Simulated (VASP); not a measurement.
A convergence study with VASP on ZrB2 (AlB2 type): one setting is varied, all else stays as given below, so the limit is that of these other settings.

```
CELL_PARAMETERS angstrom
      1.58500    -2.74530     0.00000
      1.58500     2.74530     0.00000
      0.00000     0.00000     3.53000
ATOMIC_POSITIONS crystal
  Zr 0.00000 0.00000 0.00000
  B  0.33333 0.66667 0.50000
  B  0.66667 0.33333 0.50000
```

The numbers are results of PBE GGA, VASP's PBE PAW potentials (set 64) (plane waves; VASP), not measurements. The tightest run used: 700 eV cut-off, 20×20×17 Γ-centred mesh, tetrahedra with Blöchl corrections, potentials Zr_sv B.

```tsv
setting	E (eV/atom)	pressure (GPa)	irreducible k-points
3×3×2 mesh	-8.3411	0.59	6
4×4×3 mesh	-8.3085	1.41	8
5×5×4 mesh	-8.3179	1.39	15
6×6×5 mesh	-8.3168	1.26	21
7×7×6 mesh	-8.3252	1.17	32
8×8×7 mesh	-8.3264	1.15	40
9×9×8 mesh	-8.3235	1.22	60
10×10×8 mesh	-8.3254	1.18	70
11×11×9 mesh	-8.3270	1.16	80
```

Question: These are the cheaper rows. Estimate the results at 20×20×17 mesh, and how far the last row shown lies from them.

Answer: 
```tsv
quantity	tightest run	last row shown is off by
E (eV/atom)	-8.3268	-0.0003
pressure (GPa)	1.15	0.00
```

Left out are rungs that failed or repeat a setting and relaxations that didn't move; long series are thinned to 24 rows.

The compound is ZrB2 in the AlB2 type structure. The cell was not relaxed at this level.
